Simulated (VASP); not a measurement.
A convergence study with VASP on BaTiO$_{3}$ (cubic perovskite): one setting is varied, all else stays as given below, so the limit is that of these other settings.

```
BaTiO3
1.0
    4.00000     0.00000     0.00000
    0.00000     4.00000     0.00000
    0.00000     0.00000     4.00000
Ba Ti O
1 1 3
Direct
  0.00000   0.00000   0.00000
  0.50000   0.50000   0.50000
  0.50000   0.00000   0.50000
  0.00000   0.50000   0.50000
  0.50000   0.50000   0.00000
```

The numbers are results of LDA (Ceperley-Alder, Perdew-Zunger), VASP's LDA PAW potentials (set 64) (plane waves; VASP 6.6.1), not measurements. The tightest run used: 700 eV cut-off, 14×14×14 Γ-centred mesh, Gaussian smearing of 0.050 eV, potentials Ba_sv Ti_sv O.

Unless said otherwise, spin-orbit coupling is left out, though it shifts the bands of the heavy elements here. Gaps are read on the run's mesh, which can miss a band edge.

| setting | E (eV/atom) | pressure (GPa) | gap on the mesh (eV) | irreducible k-points |
|---|---|---|---|---|
| 2×2×2 mesh | -8.6650 | -4.18 | 1.275 | 4 |
| 3×3×3 mesh | -8.8048 | -6.48 | 1.722 | 4 |
| 4×4×4 mesh | -8.8218 | -6.71 | 1.643 | 10 |

These are the cheaper rows. Estimate the results at 14×14×14 mesh, and how far the last row shown lies from them.

| quantity | tightest run | last row shown is off by |
|---|---|---|
| E (eV/atom) | -8.8253 | 0.0035 |
| pressure (GPa) | -6.77 | 0.06 |
| gap on the mesh (eV) | 1.662 | -0.019 |

Left out are rungs that failed or repeat a setting and relaxations that didn't move; long series are thinned to 24 rows.

The compound is BaTiO3 in the cubic perovskite structure, the ideal cubic form; the compound distorts at low or room temperature. The cell was not relaxed at this level.
